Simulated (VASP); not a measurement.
```yaml
crystal:
  lattice:
    - [0.00000, 2.69458, 2.69458]
    - [2.69458, 0.00000, 2.69458]
    - [10.80531, 10.80531, -0.02701]
  atoms:
    - { symbol: Zn, position: [0.01442, 0.01442, 0.98918] }
    - { symbol: Zn, position: [0.98999, 0.98999, 0.25750] }
    - { symbol: Se, position: [0.24779, 0.24779, 0.06416] }
    - { symbol: Se, position: [0.22424, 0.22424, 0.33182] }
    - { symbol: Se, position: [0.24948, 0.24948, 0.56289] }
    - { symbol: Se, position: [0.27362, 0.27362, 0.79478] }
    - { symbol: Be, position: [0.98841, 0.98841, 0.50869] }
    - { symbol: Be, position: [0.01204, 0.01204, 0.74097] }
```

The numbers are results of PBEsol GGA, VASP's PBE PAW potentials (set 64) (plane waves; VASP), not measurements. Settings: 400 eV cut-off, Gaussian smearing of 0.050 eV, potentials Zn Se Be.

Q: Give the energies of bands 17 to 30 at the high-symmetry points, in eV from the valence-band maximum.

A: 
```tsv
band	Γ	T	H2	L	S0	F
17	-3.56	-1.84	-4.94	-5.01	-4.94	-4.99
18	-1.64	-1.63	-4.84	-4.92	-4.85	-4.96
19	-1.64	-1.63	-4.11	-3.17	-4.09	-3.15
20	-1.09	-1.50	-3.87	-3.13	-3.86	-3.13
21	-1.09	-1.13	-3.62	-2.95	-3.64	-2.98
22	-0.48	-1.13	-3.22	-2.35	-3.22	-2.69
23	-0.48	-0.40	-2.40	-2.11	-2.45	-2.20
24	-0.35	-0.40	-2.32	-1.96	-2.26	-1.81
25	0.00	-0.06	-2.15	-1.55	-2.19	-1.30
26	0.00	-0.06	-2.00	-1.18	-1.97	-1.04
27	2.12	2.77	3.48	2.51	3.44	2.22
28	3.07	3.13	3.76	3.08	3.96	2.84
29	3.25	3.18	4.34	3.38	4.06	3.29
30	3.37	3.21	4.70	3.74	4.96	3.55
```

The gap is direct, 2.12 eV, from the valence maximum at Γ to the conduction minimum at Γ.

The structure was generated: Be2Zn2Se4 was put into an ordered model structure (R3m), which need not be its known phase. It was relaxed first.
